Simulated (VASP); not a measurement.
# Os (hcp): computed properties

Calculation: LDA (Ceperley-Alder, Perdew-Zunger), VASP's LDA PAW potentials (set 64) (plane waves; VASP).

```yaml
space_group: P6_3/mmc (194)
cell: a = 2.720 Å, b = 2.720 Å, c = 4.287 Å, α = 90.00°, β = 90.00°, γ = 120.00°
volume_per_atom: 13.73 Å^3/atom
band gap (over mesh and band path): none (metal, semimetal or under 0.01 eV)
band_gap_with_spin_orbit_coupling: none (metallic)
density: 23.00 g/cm³
```

```
Os
1.0
    1.35985    -2.35534     0.00000
    1.35985     2.35534     0.00000
    0.00000     0.00000     4.28714
Os
2
Direct
  0.33333   0.66667   0.25000
  0.66667   0.33333   0.75000
```

Measured: a 2.734 Å at 293 K (computed value off by -0.5 %), c 4.320 Å at 293 K (computed value off by -0.8 %), as given by Wikipedia, Osmium (infobox). The calculation is for a static lattice, while the measured a, c hold thermal and zero-point effects, which are part of the difference. Unless said otherwise, spin-orbit coupling is left out, though it shifts the bands of the heavy elements here.

The compound is Os in the hcp structure. It was relaxed first. Symmetry was kept, so distortions that lower it aren't found.
